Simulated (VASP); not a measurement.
```
CELL_PARAMETERS angstrom
      0.00000     3.10259     3.10259
      3.10259     0.00000     3.10259
      3.10259     3.10259     0.00000
ATOMIC_POSITIONS crystal
  Ge 0.00000 0.00000 0.00000
  Mo 0.50000 0.50000 0.50000
  Mo 0.25000 0.25000 0.25000
  Mo 0.75000 0.75000 0.75000
```

Level of theory: PBEsol GGA, VASP's PBE PAW potentials (set 64) (plane waves; VASP). Run with 400 eV cut-off, Gaussian smearing of 0.050 eV, potentials Ge_d Mo_sv.

Q: What does the run give for the band gap (along the path) with the smallest direct gap where there is one?

A: 
- band gap (along the path) = none (metal, semimetal or under 0.01 eV)

Total energies compare only between runs with the same potentials, cut-off and functional.

The structure was generated: GeMo3 was put into the D03 type (Fm-3m), which need not be its known phase. It was relaxed first, which changed the volume by -21 %.
